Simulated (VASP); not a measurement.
Runs of VASP 6.6.1 on LiMg6Mo. Symmetry: Amm2, No. 38, orthorhombic system. The conventional cell has a = 4.339 Å, b = 8.510 Å, c = 8.737 Å, α = 90.00°, β = 90.00°, γ = 90.00°. Mo (site symmetry mm2) is surrounded by 12 Mg at 2.96 to 3.05 Å. Mg (site symmetry mm2) is surrounded by 8 Mg at 2.89 to 3.21 Å and 2 Mo at 2.97 Å and 2 Li at 3.25 Å. Around Mg (site symmetry mm2) lie 8 Mg at 2.89 to 3.21 Å and 2 Mo at 2.96 Å and 2 Li at 3.15 Å. Around Mg (site symmetry m) lie 8 Mg at 2.89 to 3.21 Å and 2 Mo at 3.00 Å and 2 Li at 3.08 Å. Mg (site symmetry m) has 8 Mg at 3.03 to 3.09 Å and 2 Li at 3.03 to 3.07 Å and 2 Mo at 3.05 Å as nearest neighbours. Li (site symmetry mm2) has 12 Mg at 3.03 to 3.25 Å as nearest neighbours. The cell comes from a database or a generator and needn't be the stable form of this composition.

| task | level | potentials or basis | cell | k mesh | cutoff (eV) | smearing | other keys | gap on the mesh (eV) | V0 of scaled cells (Å³/atom) | B0 (GPa) | largest force (eV/Å) |
| --- | --- | --- | --- | --- | --- | --- | --- | --- | --- | --- | --- |
| single point | PBE | VASP PAW PBE potentials, release 64 (Mo_sv, Mg, Li_sv) | atoms moved at random, drawn with an rms of 0.05 Å | 6 × 5 × 5 | 520 | fermi-dirac 0.05 eV | - | none | - | - | 0.35 |
| single point | PBE | VASP PAW PBE potentials, release 64 (Mo_sv, Mg, Li_sv) | as given | 6 × 5 × 5 | 520 | fermi-dirac 0.05 eV | - | none | - | - | 0.07 |
| single point | LDA | VASP PAW LDA potentials, release 64 (Mo_sv, Mg, Li_sv) | as given | 6 × 5 × 5 | 520 | gaussian 0.1 eV | - | none | - | - | 0.16 |
| single point | PBEsol+D3 | VASP PAW PBE potentials, release 64 (Mo_sv, Mg, Li_sv) | as given | 5 × 5 × 6 | 520 | methfessel-paxton 0.005 eV | ISMEAR = 1; SIGMA = 0.005; NBANDS = 16 | - | - | - | (a) |
| equation of state | BLYP | VASP PAW PBE potentials, release 64 (Mo, Mg, Li) | cell strained at random at fixed volume | 6 × 5 × 5 | 500 | methfessel-paxton 0.1 eV | - | - | 20.47 | 47 | - |
| equation of state | PBE | VASP PAW PBE potentials, release 64 (Mo_sv, Mg, Li_sv) | as given | 6 × 5 × 5 | 520 | fermi-dirac 0.05 eV | - | - | (b) | 51 | - |

Alike in all rows: no spin polarisation.

Question: Fill in the values left out.

Answer: (a) 0.06; (b) 20.11.

Caveats: the cutoff is under 1.25 times the usual one of these potentials, so pressure, stress and relaxed cells hold a basis-set (Pulay) error (some runs); the PAW data sets were made with another functional, which shifts forces and pressure a little (some runs); the cell was scaled at fixed shape and fractional positions, which overstates the stiffness of a crystal with free parameters, most of all of layers and chains (some runs); the bands computed are all filled at some k points, so no gap is given (some runs).

A k mesh can miss the band edges, and the runs leave out spin-orbit coupling on Mo.

A gap of «none» marks a metal or a gap under the smearing width.

The runs don't all hold the same shells in valence.
